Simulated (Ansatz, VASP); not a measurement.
## HfC: VASP beside Ansatz

Wanted: the spread between two codes on one cell, functional and k mesh. The cell is taken from a series of runs on this material, whose earlier steps may have relaxed, scaled, displaced or heated it; both programs get it as it stands.

Main program and level: Ansatz 0.2.0; plane waves, with VASP 6.6.1 beside it; zone-centre phonons at LDA.

**1. The starting structure**

The structure is trigonal, space group R-3m (No. 166). The conventional cell has a = 3.136 Å, b = 3.136 Å, c = 8.058 Å, α = 90.00°, β = 90.00°, γ = 120.00°. Nearest to C lie 6 Hf at 2.25 Å. Nearest to Hf lie 6 C at 2.25 Å. Farther neighbours are not listed.

Coordinates:

```cif
data_structure
_symmetry_space_group_name_H-M 'P 1'
_symmetry_Int_Tables_number 1
_cell_length_a 3.2395
_cell_length_b 3.2395
_cell_length_c 3.2395
_cell_angle_alpha 57.906
_cell_angle_beta 57.906
_cell_angle_gamma 57.906
_cell_volume 22.88
loop_
_atom_site_label
_atom_site_type_symbol
_atom_site_fract_x
_atom_site_fract_y
_atom_site_fract_z
_atom_site_occupancy
C1 C 0.00000 0.00000 0.00000 1
Hf2 Hf 0.50000 0.50000 0.50000 1
```

**2. Ansatz: zone-centre phonons, LDA**

Ansatz runs on its PAW soft_1 files.

Second derivatives magnify differences that forces hide, and they need a tight electronic threshold.

input.yaml

```yaml
crystal:
  lattice:
    - [0.072308526, 2.2900899467, 2.2900899467]
    - [2.2900899467, 0.072308526, 2.2900899467]
    - [2.2900899467, 2.2900899467, 0.072308526]
  atoms:
    - { symbol: C, position: [0.0, 0.0, 0.0] }
    - { symbol: Hf, position: [0.5, 0.5, 0.5] }
kpoints:
  mp_grid: { grid: [16, 16, 16] }
hamiltonian:
  xc: lda
  pseudopotentials: { kind: paw, azcp: { folder: soft_1 }, xc_functional: pbe }
scf:
  occupations: { method: methfessel_paxton, width: 0.2 }
output:
  eigenvalues: true
phonons:
  method: dfpt
```

Run with:

```console
> ansatz run input.yaml --threads 4 --pin off --max-ram 10240MiB --backend cpu --events-out ev --progress --plain --runs-dir out
```

Numbers of over 12 decimals in the logs are rounded to 6 here.

Output:

```text
Engine: ansatz 0.2.0, aarch64-unknown-linux-gnu
Pseudopotentials: kind: paw
Pseudopotential: C, paw, valence charge 4, recommended cutoff 420 eV (normal), soft_1/C.paw.azcp
Pseudopotential: Hf, paw, valence charge 26, recommended cutoff 420 eV (normal), soft_1/Hf.paw.azcp
Functional definition: SPW92
  exchange = slater_x
  correlation = pw_c
Crystal: 2 atoms, lattice volume = 22.884 Å³
Basis set: ecut = 420 eV, 441 PW (Γ), exchange–correlation on 48×48×48 points (8 copies of the dense FFT grid, shifted against one another)
Bands: 19, of which v1, the nominal top of the filled ones, is band 15 counted from 1 (14 counted from 0)
Symmetry: 12 space group operations
k-points: 1098 of 4096 (irreducible under 2 space group operations, time reversal used)
Non-local potential: C, projectors of the file, l = 0: 2, l = 1: 2, l = 2: 1
Non-local potential: Hf, projectors of the file, l = 0: 3, l = 1: 2, l = 2: 2, l = 3: 3
PAW form: soft (Blöchl's): semilocal exchange-correlation on the pseudo side does not see the compensation charge
PAW frozen core: C, regenerated for the run's functional, and the local potential with it (the file was generated under x = pbe(κ = 0.804, μ = 0.219515), c = pbe(β = 0.066725))
PAW frozen core: Hf, regenerated for the run's functional, and the local potential with it (the file was generated under x = pbe(κ = 0.804, μ = 0.219515), c = pbe(β = 0.066725))
PAW one-centre angular grid: C, 110 points (default); XC on 64 Gauss nodes
PAW one-centre angular grid: Hf, 590 points (default); XC on 64 Gauss nodes
Initial density: superposition of atomic densities (chi_scale 0.1, normalization cell, long waves kept (reshape's long-wave potential 0.00 eV rms))
Initial wavefunctions: pseudopotential atomic-orbital guess
Functional: x = slater, c = lda
SCF iter   1: F=—  HF=-15723.096097 eV  |F-HF|=—  |Δ(HF+E_count)|=         —  Δρ=9.58e-2  dr2=2.74e0  ethr=3.10e-3  ⟨swp⟩=4.9  Hψ=93532  notcnv=0
preconditioner: auto → Kerker (q_TF=auto, 2.854 Å⁻¹)  [metal: Δε(μ)=0.063 eV  Ē_g=17.839 eV  σ=0.200 eV  W_gap=0.26  n_scr=14 (ndim 8)  ℏωp=41.1 eV  f_vac=0.000  D(μ)=0.18/eV (n_scr^D=0)]
SCF iter   2: F=—  HF=-15722.501934 eV  |F-HF|=—  |Δ(HF+E_count)|=   5.94e-1  S|Δr|=    0.00e0  Δρ=3.40e-2  dr2=2.67e-1  ethr=3.10e-3  ⟨swp⟩=2.1  Hψ=36276  notcnv=0
SCF iter   3: F=—  HF=-15722.438308 eV  |F-HF|=—  |Δ(HF+E_count)|=   6.36e-2  S|Δr|=    0.00e0  Δρ=1.36e-2  dr2=2.48e-2  ethr=8.91e-4  ⟨swp⟩=2.0  Hψ=38764  notcnv=0
SCF iter   4: F=—  HF=-15722.433008 eV  |F-HF|=—  |Δ(HF+E_count)|=   5.30e-3  S|Δr|=    0.00e0  Δρ=7.67e-3  dr2=6.44e-3  ethr=8.26e-5  ⟨swp⟩=2.0  Hψ=37007  notcnv=0
SCF iter   5: F=—  HF=-15722.432427 eV  |F-HF|=—  |Δ(HF+E_count)|=   5.80e-4  S|Δr|=    0.00e0  Δρ=1.49e-3  dr2=2.96e-4  ethr=2.15e-5  ⟨swp⟩=2.0  Hψ=33088  notcnv=0
SCF iter   6: F=—  HF=-15722.432313 eV  |F-HF|=—  |Δ(HF+E_count)|=   1.15e-4  S|Δr|=    0.00e0  Δρ=2.92e-4  dr2=2.02e-5  ethr=9.87e-7  ⟨swp⟩=2.6  Hψ=38530  notcnv=0
SCF iter   7: F=—  HF=-15722.432311 eV  |F-HF|=—  |Δ(HF+E_count)|=   1.86e-6  S|Δr|=    0.00e0  Δρ=8.57e-5  dr2=1.24e-6  ethr=6.74e-8  ⟨swp⟩=2.2  Hψ=37957  notcnv=0
SCF iter   8: F=—  HF=-15722.432310 eV  |F-HF|=—  |Δ(HF+E_count)|=   7.46e-7  S|Δr|=    0.00e0  Δρ=1.52e-5  dr2=3.47e-8  ethr=4.13e-9  ⟨swp⟩=2.6  Hψ=38663  notcnv=0
SCF iter   9: F=—  HF=-15722.432310 eV  |F-HF|=—  |Δ(HF+E_count)|=  7.73e-10  S|Δr|=    0.00e0  Δρ=2.66e-6  dr2=1.30e-9  ethr=1.16e-10  ⟨swp⟩=2.3  Hψ=36533  notcnv=0
SCF iter  10: F=—  HF=-15722.432310 eV  |F-HF|=—  |Δ(HF+E_count)|=  1.20e-10  S|Δr|=    0.00e0  Δρ=2.93e-7  dr2=2.29e-11  ethr=4.35e-12  ⟨swp⟩=2.7  Hψ=37315  notcnv=0
SCF iter  11: F=-15722.432310 eV  HF=-15722.432310 eV  |F-HF|=1.82e-12  |Δ(HF+E_count)|=  1.82e-12  S|Δr|=    0.00e0  Δρ=8.39e-8  dr2=1.61e-12  ethr=1.00e-12  ⟨swp⟩=7.3  Hψ=120275  notcnv=0
SCF 1 converged in 11 iterations: F = -15722.432310 eV  dr2 = 1.61e-12
  greatest PAW one-centre occupation: 0.998 electrons in one spin orbital (limit 2), on the Hf atom at site 1 (counted from 0), in its partial waves of l = 3
DFPT response loops at Γ: preconditioner auto → Kerker (q_TF=auto, 2.854 Å⁻¹) (partly filled bands, converged f_vac=0.000); β = 1.00, the filter's whole step (`scf.mixing.beta` (0.50) is not read by the response loops under this deck's `scf.mixing.preconditioner`; to damp them name `kerker` or `kerker_dos`, under which they read `scf.mixing.beta`, and type it under 1.00, their step now; both keys bind the ground state too); Broyden in place of MSR1
SCF converged after 11 iterations
Stability not checked: this state was not tested for a lower state beside it, because cold or Methfessel-Paxton smearing, or corrected tetrahedra, fill the levels in a way that the test cannot read (fill_not_monotonic; see scf.lower_state_search)
Free energy (F): -15722.432310 eV
Harris-Foulkes:  -15722.432310 eV  (|F-HF|=1.82e-12)
Internal energy: -15722.432552 eV  (E = F + TS)
E sigma→0 (E₀):  -15722.432371 eV
Entropy (-TS):   0.000241 eV (0.121 meV/atom)
Fermi energy:    20.250392 eV
--- Per-component energies (eV) ---
  E_band       = 120.616681
  E_kinetic    = 501.004264
  E_local      = -5981.842919  (includes V_loc(G=0)·N_el)
  E_nonlocal   = 99.925956
  E_hartree    = 2949.649129
  E_xc         = -314.204857
  E_vxc        = -316.828686  (∫ρ·V_xc dr)
  E_paw        = -7549.560367  (= ΣΔE_a)
  E_vpaw       = -80.940306  (= ΣTr[D̂ρ^β])
  E_aug_tail   = 0.000129  (compensation charges beyond the density's cutoff)
  E_ewald      = -5429.923806
  E_core_change = 2.519920  (= ΣΔE_core)
  E_smearing   = 0.000241  (= −TS)
  E_closure    = -0.000000  (closes the sum)
  Σ components = -15722.432310   (vs F -15722.432310, Δ=0.00e0)
--- Band table (eV; the first three rows and the last of 1098) ---
  k-point 0: bands = [... 11 lower, 9.5839, 20.9736, 21.1407, 21.4740, 21.4740, 21.7157, 21.7157, 23.8163]
  k-point 1: bands = [... 11 lower, 9.5826, 20.4699, 20.5741, 20.9037, 21.4066, 21.9221, 22.2499, 24.3838]
  k-point 2: bands = [... 11 lower, 9.5829, 19.4890, 19.5883, 20.0099, 21.7384, 22.2910, 22.6799, 25.5867]
  k-point 1097: bands = [... 11 lower, 11.9663, 13.5397, 17.1515, 17.1515, 25.6547, 25.6547, 26.2058, 27.6229]
--- Phonons (Γ-DFPT): 2 representative perturbations + reference, on 1098 of 4096 k-points (Σ response iterations 6) ---
  k mesh reduced under 2 symmetry operations, with k and −k counted as one. Each operation leaves every solved perturbation unchanged. A smaller set is not used because it would not reduce the number of displacements times k-points to solve
  ASR residual: 4.015e-5 → 0.000e0 eV/Å²; symmetrization residual: 6.666e-7 eV/Å²
  ASR residual per site (eV/Å²): 4.02e-5 1.26e-5
  Γ frequencies (cm⁻¹): 0.00 0.00 0.00 486.81 486.81 532.28
  non-analytic LO–TO correction: not included (Born effective charges unavailable; polar crystals: no LO–TO splitting at Γ)
```

The column dr2 measures how far the density is from self-consistency, as an energy; F and HF (Harris–Foulkes) agree once it is small.

**3. VASP: zone-centre phonons, LDA**

The same cell, functional (in two slightly different forms), mesh and smearing now go to VASP, with its own data sets.

Lines of VASP's logs that name or quote its potential files are left out, and so is its time.

INCAR

```
SYSTEM = HfC
PREC = Accurate
ENCUT = 600
EDIFF = 1E-08
NELM = 120
ISMEAR = 1
SIGMA = 0.2
LREAL = .FALSE.
ALGO = Normal
GGA = PW92
NBANDS = 13
LASPH = .TRUE.
LORBIT = 11
LWAVE = .FALSE.
LCHARG = .FALSE.
ISIF = 2
IBRION = 8
GGA_COMPAT = .FALSE.
KPAR = 2
```

POSCAR

```
HfC
1.0
    0.0723085260      2.2900899467      2.2900899467
    2.2900899467      0.0723085260      2.2900899467
    2.2900899467      2.2900899467      0.0723085260
C Hf
1 1
Direct
    0.0000000000      0.0000000000      0.0000000000
    0.5000000000      0.5000000000      0.5000000000
```

KPOINTS

```
Automatic mesh
0
Gamma
16 16 16
0 0 0
```

PAW data sets: C and Hf_pv (LDA family, release 64).

Run with:

```console
> mpirun -np 2 vasp_std
```

Output:

```text
[banner, memory and clock lines left out]
running    2 mpi-ranks, on    1 nodes
 distrk:  each k-point on    1 cores,    2 groups
 distr:  one band on    1 cores,    1 groups

 POSCAR found type information on POSCAR C Hf
 POSCAR found :  2 types and       2 ions
|                                                                             |
|               ----> ADVICE to this user running VASP <----                  |
|                                                                             |
|     You enforced a specific xc type in the INCAR file but a different       |
|     [... a line on the potential file left out ...]
|     I HOPE YOU KNOW WHAT YOU ARE DOING!                                     |
|                                                                             |

 LDA part: xc-table for (Slater(with rela. corr.)+PW92), standard interpolation
 POSCAR, INCAR and KPOINTS ok, starting setup
 FFT: planning ... GRIDC
 FFT: planning ... GRID_SOFT
 FFT: planning ... GRID
 WAVECAR not read
 entering main loop
       N       E                     dE             d eps       ncg     rms          rms(c)
DAV:   1     0.240610556074E+02    0.24061E+02   -0.86722E+03 10890   0.119E+03
DAV:   2    -0.242533532900E+02   -0.48314E+02   -0.45423E+02 13602   0.223E+02
DAV:   3    -0.259046483031E+02   -0.16513E+01   -0.16419E+01 13560   0.296E+01
DAV:   4    -0.259132630539E+02   -0.86148E-02   -0.86153E-02 12167   0.252E+00
DAV:   5    -0.259133199398E+02   -0.56886E-04   -0.56885E-04 13726   0.187E-01    0.683E+01
DAV:   6    -0.228876906838E+02    0.30256E+01   -0.13422E+01 12502   0.198E+01    0.479E+01
DAV:   7    -0.228299365592E+02    0.57754E-01   -0.57948E-01 12732   0.539E+00    0.249E+01
DAV:   8    -0.228157954723E+02    0.14141E-01   -0.40463E-02 13392   0.160E+00    0.455E+00
DAV:   9    -0.228121932356E+02    0.36022E-02   -0.19048E-02 12937   0.728E-01    0.175E+00
DAV:  10    -0.228117728207E+02    0.42041E-03   -0.15250E-03 12952   0.287E-01    0.471E-02
DAV:  11    -0.228117726427E+02    0.17803E-06   -0.64562E-05 13212   0.726E-02    0.556E-02
DAV:  12    -0.228117723052E+02    0.33750E-06   -0.14330E-06 13533   0.102E-02    0.195E-02
DAV:  13    -0.228117721274E+02    0.17777E-06   -0.45760E-07 13117   0.394E-03    0.644E-04
DAV:  14    -0.228117721276E+02   -0.23442E-09   -0.11645E-08 10098   0.956E-04
   1 F= -.22811772E+02 E0= -.22811837E+02  d E =0.193597E-03
 Linear response reoptimize wavefunctions to high precision
DAV:   1    -0.228117721273E+02    0.29650E-09   -0.11789E-09  9663   0.320E-04
DAV:   2    -0.228117721274E+02   -0.15234E-10   -0.14988E-10  7421   0.991E-05
 Linear response DOF=           2
 Linear response progress:
  Degree of freedom:   1/  2
       N       E                     dE             d eps       ncg     rms          rms(c)
RMM:   1    -0.125070619984E+00   -0.12507E+00    0.15809E-02 63208   0.198E+00
RMM:   2    -0.119670494747E+00    0.54001E-02   -0.36509E-03 45799   0.372E-01    0.492E-01
RMM:   3    -0.119978257634E+00   -0.30776E-03   -0.77194E-04 41815   0.160E-01    0.255E-01
RMM:   4    -0.120993195701E+00   -0.10149E-02   -0.47643E-04 42566   0.122E-01    0.397E-02
RMM:   5    -0.120987557775E+00    0.56379E-05   -0.12172E-05 47605   0.257E-02    0.115E-02
RMM:   6    -0.120987262448E+00    0.29533E-06   -0.36130E-07 51339   0.409E-03    0.401E-03
RMM:   7    -0.120974565431E+00    0.12697E-04   -0.97857E-08 50040   0.218E-03    0.262E-03
RMM:   8    -0.120977624620E+00   -0.30592E-05   -0.86034E-09 53536   0.608E-04    0.237E-04
RMM:   9    -0.120977207601E+00    0.41702E-06   -0.47068E-10 55690   0.104E-04    0.203E-04
RMM:  10    -0.120977228634E+00   -0.21034E-07   -0.36795E-09 56661   0.283E-05    0.484E-05
RMM:  11    -0.120977253215E+00   -0.24581E-07   -0.33220E-09 55166   0.164E-05    0.420E-05
RMM:  12    -0.120977275701E+00   -0.22486E-07   -0.79851E-09 52367   0.104E-05    0.828E-06
RMM:  13    -0.120977275530E+00    0.17134E-09   -0.71733E-09 38643   0.825E-06    0.534E-06
 first order change of Fermi-energy  -0.33884E-03
 force on displaced ion       1 direction 1 : -10.383  -0.633  -0.633
 Linear response progress:
  Degree of freedom:   2/  2
       N       E                     dE             d eps       ncg     rms          rms(c)
RMM:   1    -0.211501019514E+00   -0.21150E+00    0.38048E+00 31771   0.118E+01
RMM:   2    -0.205979840685E+00    0.55212E-02   -0.29825E-02 44125   0.125E+00    0.571E-01
RMM:   3    -0.205332942271E+00    0.64690E-03   -0.91197E-04 54855   0.145E-01    0.243E-01
RMM:   4    -0.204868009123E+00    0.46493E-03   -0.74386E-05 59063   0.499E-02    0.142E-01
RMM:   5    -0.204484033140E+00    0.38398E-03   -0.28127E-05 60395   0.341E-02    0.139E-02
RMM:   6    -0.204482993330E+00    0.10398E-05   -0.32461E-06 59772   0.104E-02    0.715E-03
RMM:   7    -0.204491307498E+00   -0.83142E-05   -0.18271E-06 64741   0.238E-03    0.697E-03
RMM:   8    -0.204492213177E+00   -0.90568E-06   -0.38491E-06 65562   0.584E-04    0.207E-03
RMM:   9    -0.204492938033E+00   -0.72486E-06   -0.26277E-06 65434   0.288E-04    0.232E-04
RMM:  10    -0.204493271180E+00   -0.33315E-06   -0.15801E-06 64169   0.109E-04    0.859E-05
RMM:  11    -0.204493328419E+00   -0.57239E-07   -0.72734E-07 68756   0.484E-05    0.621E-05
RMM:  12    -0.204493341917E+00   -0.13498E-07   -0.39913E-07 63822   0.287E-05    0.857E-06
RMM:  13    -0.204493344824E+00   -0.29066E-08   -0.20362E-07 61237   0.217E-05    0.639E-06
RMM:  14    -0.204493347566E+00   -0.27417E-08   -0.11868E-07 52196   0.180E-05    0.515E-07
RMM:  15    -0.204493347525E+00    0.40496E-10   -0.62759E-08 49507   0.164E-05    0.133E-06
 first order change of Fermi-energy   0.66162E-03
 force on displaced ion       2 direction 1 : -10.382  -0.634  -0.634
 Linear response finished
```

(Continued in part 2 of 2.)

[Lines on the potential files, build, host, timing and source positions are cut from VASP's logs without a mark.]

[Logs are printed without paths, hosts, clocks, repeated set-up lines and the standing remarks that a program may print on its own settings, such as how far it seeks lower states.]

[Hosts, paths, dates, database ids (printed as entryN), source tags and the programs' standing remarks are cut or masked in the printed files.]
